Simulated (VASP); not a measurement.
VASP runs on RuSi (space group P2_13) share one base input (PBE GGA, plane waves, VASP's PBE PAW potentials (set 64)) and change the settings named in each case.

**KPOINTS**
```
Automatic mesh
0
Gamma
7 7 7
0 0 0
```

### INCAR
```
ALGO = Normal
EDIFF = 1E-6
ENCUT = 300
GGA = PE
ISIF = 2
ISMEAR = -1
LASPH = .True.
LCHARG = .False.
LMAXMIX = 4
LREAL = .False.
LWAVE = .False.
NELM = 100
PREC = Accurate
SIGMA = 0.05
SYSTEM = RuSi
```

### POSCAR
```
RuSi
1
    4.5961300000     0.0000000000     0.0000000000
    0.0000000000     4.5961300000     0.0000000000
    0.0000000000     0.0000000000     4.5961300000
Si Ru
4 4
Direct
  0.1620000000   0.3380000000   0.6620000000
  0.6620000000   0.1620000000   0.3380000000
  0.8380000000   0.8380000000   0.8380000000
  0.3380000000   0.6620000000   0.1620000000
  0.8720000000   0.6280000000   0.3720000000
  0.3720000000   0.8720000000   0.6280000000
  0.1280000000   0.1280000000   0.1280000000
  0.6280000000   0.3720000000   0.8720000000
```

POTCAR, in this order: Si Ru_pv (PBE.64 set). Program: vasp_std.

| change | E(σ→0) (eV/atom) | pressure (GPa) | largest force (eV/Å) | −TS (eV) |
|---|---|---|---|---|
| base run | -7.8634 | 26.65 | 0.813 | -0.0079 |
| GGA = PS | -8.6092 | … | … | … |
| GGA_COMPAT = .FALSE., LNONCOLLINEAR = .TRUE., LSORBIT = .TRUE., MAGMOM = 0.0 0.0 0.0 0.0 0.0 0.0 0.0 0.0 0.0 0.0 0.0 0.0 0.0 0.0 0.0 0.0 0.0 0.0 0.0 0.0 0.0 0.0 0.0 0.0, program vasp_ncl | -7.9256 | … | … | … |
| KPOINTS 1×1×1 Γ-centred mesh | -7.3159 | 35.20 | 0.820 | 0.0000 |

Task: Some entries are withheld; supply them.

Result: 
- GGA = PS, pressure (GPa): 19.41
- GGA = PS, largest force (eV/Å): 0.773
- GGA = PS, −TS (eV): -0.0084
- GGA_COMPAT = .FALSE., LNONCOLLINEAR = .TRUE., LSORBIT = .TRUE., MAGMOM = 0.0 0.0 0.0 0.0 0.0 0.0 0.0 0.0 0.0 0.0 0.0 0.0 0.0 0.0 0.0 0.0 0.0 0.0 0.0 0.0 0.0 0.0 0.0 0.0, program vasp_ncl, pressure (GPa): 26.73
- GGA_COMPAT = .FALSE., LNONCOLLINEAR = .TRUE., LSORBIT = .TRUE., MAGMOM = 0.0 0.0 0.0 0.0 0.0 0.0 0.0 0.0 0.0 0.0 0.0 0.0 0.0 0.0 0.0 0.0 0.0 0.0 0.0 0.0 0.0 0.0 0.0 0.0, program vasp_ncl, largest force (eV/Å): 0.818
- GGA_COMPAT = .FALSE., LNONCOLLINEAR = .TRUE., LSORBIT = .TRUE., MAGMOM = 0.0 0.0 0.0 0.0 0.0 0.0 0.0 0.0 0.0 0.0 0.0 0.0 0.0 0.0 0.0 0.0 0.0 0.0 0.0 0.0 0.0 0.0 0.0 0.0, program vasp_ncl, −TS (eV): -0.0092

Energies of different potentials or functionals have different zeros.  At 300 eV the pressure can carry a Pulay error.

Left out are runs that ran out of time, are held back, or changed the cell or the kind of run, fixed moments of cells without a moment, rows past the twelfth, gaps on odd meshes, pressures of charged cells and columns that move by less than the noise.

The structure is a typed RuSi crystal. The cell was not relaxed at this level, forces remain on its atoms, its lattice was scaled by up to 2.5 %.
